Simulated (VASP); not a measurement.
Consider the following.

```yaml
crystal:
  lattice:
    - [-1.64195, 1.64195, 1.64195]
    - [1.64195, -1.64195, 1.64195]
    - [1.64195, 1.64195, -1.64195]
  atoms:
    - { symbol: Ta, position: [0.00000, 0.00000, 0.00000] }
```

Calculation: PBEsol GGA with spin-orbit coupling, VASP's PBE PAW potentials (set 64) (plane waves; VASP). Run with 400 eV cut-off, 14×14×14 Γ-centred mesh, Gaussian smearing of 0.050 eV, potentials Ta_pv.

### Question
Estimate the energy per atom (σ→0), band gap (over mesh and band path) with the smallest direct gap where there is one.

### Answer

| Item | Result |
|---|---|
| band gap (over mesh and band path) | none (metal, semimetal or under 0.01 eV) |
| energy per atom (σ→0) | -13.272 eV/atom |

Total energies compare only between runs with the same potentials, cut-off and functional.

The structure comes from a measured Ta entry (Im-3m) of the Crystallography Open Database, whose conditions weren't checked. It was relaxed first.
